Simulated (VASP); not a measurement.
An input for Quantum ESPRESSO's pw.x (written as the equivalent of a VASP run, and not itself run):

```
&CONTROL
  calculation = 'scf'
  pseudo_dir = './pseudo'
  outdir = './out'
  tprnfor = .true.
  tstress = .true.
/
&SYSTEM
  ibrav = 0
  nat = 8
  ntyp = 2
  ecutwfc = 84
  occupations = 'smearing'
  smearing = 'gaussian'
  degauss = 0.000735
  input_dft = 'pz'
/
&ELECTRONS
  conv_thr = 7.3e-08
  electron_maxstep = 100
/
ATOMIC_SPECIES
  Zn 65.380 Zn.upf
  S 32.060 S.upf
CELL_PARAMETERS angstrom
     3.8089500    0.0000000    0.0000000
    -1.9044750    3.2986470    0.0000000
     0.0000000    0.0000000   12.4526000
ATOMIC_POSITIONS crystal
  Zn   0.6666670  0.3333330  0.7499300
  Zn   0.3333330  0.6666670  0.2499300
  Zn   0.0000000  0.0000000  0.5000000
  Zn   0.0000000  0.0000000  0.0000000
  S    0.6666670  0.3333330  0.9377300
  S    0.3333330  0.6666670  0.4377300
  S    0.0000000  0.0000000  0.6873400
  S    0.0000000  0.0000000  0.1873400
K_POINTS automatic
  7 7 2 0 0 0
```

Translate this input to VASP (INCAR, KPOINTS, POSCAR, choice of POTCAR).

One answer among several that fit: 
**INCAR**
```
LWAVE  =  .FALSE.
NELM  =  100   # most electronic steps
EDIFF  =  1E-6
ENCUT  =  300
LREAL  =  .FALSE.   # projection in real space or not
ISIF  =  2   # forces and stress, cell fixed
LCHARG  =  .FALSE.
PREC  =  Accurate
SIGMA  =  0.01
ISMEAR  =  0
LMAXMIX  =  4
LASPH  =  .TRUE.   # aspherical one-centre terms
SYSTEM  =  ZnS
ALGO  =  Normal   # blocked Davidson
```

### POSCAR
```
ZnS
12.45260
  0.3058758813   0.0000000000   0.0000000000
 -0.1529379407   0.2648962466   0.0000000000
  0.0000000000   0.0000000000   1.0000000000
Zn S
4 4
direct
  0.6666670000   0.3333330000   0.7499300000
  0.3333330000   0.6666670000   0.2499300000
  0.0000000000   0.0000000000   0.5000000000
  0.0000000000   0.0000000000   0.0000000000
  0.6666670000   0.3333330000   0.9377300000
  0.3333330000   0.6666670000   0.4377300000
  0.0000000000   0.0000000000   0.6873400000
  0.0000000000   0.0000000000   0.1873400000
```

**KPOINTS**
```
kpoints
0
G
  7 7 2
0 0 0
```

POTCAR, in this order: Zn S (LDA.64 set). Program: vasp_std.

Limits of the translation: the potentials are each code's own (VASP's PAW set, PseudoDojo norm-conserving files in pw.x), so ENCUT and ecutwfc are chosen apart and not converted; conv_thr bounds pw.x's estimated SCF error, while EDIFF bounds the energy change between steps.

The structure comes from a computed database's ZnS entry (P6_3mc); how it stands against other phases isn't given here. The cell was not relaxed at this level. The run is one of a series of settings (GGA removed, POTCAR Zn S (LDA.64 set) against the base run), some of them coarse on purpose.
